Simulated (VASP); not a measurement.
Input:

```
CELL_PARAMETERS angstrom
      1.96297    -3.39997     0.00000
      1.96297     3.39997     0.00000
      0.00000     0.00000     6.42592
ATOMIC_POSITIONS crystal
  Zr 0.00000 0.00000 0.00000
  Se 0.33333 0.66667 0.24671
  Se 0.66667 0.33333 0.75329
```

Computed with vdW-DF2, VASP's PBE PAW potentials (set 64) (plane waves; VASP). Settings: 520 eV cut-off, Gaussian smearing of 0.050 eV, potentials Zr_sv Se.

Question: Give the energies of bands 7 to 15 at the high-symmetry points, in eV from the valence-band maximum.

Answer: 
| band | Γ | M | K | A | L | H |
|---|---|---|---|---|---|---|
| 7 | -4.05 | -4.01 | -3.30 | -3.15 | -4.09 | -3.19 |
| 8 | -2.43 | -2.56 | -3.05 | -2.40 | -3.10 | -3.19 |
| 9 | -2.43 | -2.29 | -3.05 | -2.40 | -2.37 | -3.00 |
| 10 | -0.07 | -2.24 | -2.00 | -1.74 | -2.20 | -2.03 |
| 11 | -0.07 | -1.80 | -2.00 | -0.20 | -0.96 | -1.78 |
| 12 | 0.00 | -1.20 | -1.54 | -0.20 | -0.87 | -1.78 |
| 13 | 1.05 | 0.69 | 1.60 | 1.03 | 0.57 | 1.64 |
| 14 | 1.05 | 2.20 | 2.33 | 1.03 | 2.20 | 2.07 |
| 15 | 1.55 | 2.48 | 2.33 | 1.80 | 2.47 | 2.07 |

The gap is indirect, 0.57 eV, from the valence maximum at K-Γ at 0.89 to the conduction minimum at L.

The compound is ZrSe2 in the 1T layered structure. It was relaxed first, which changed the volume by +13 %.
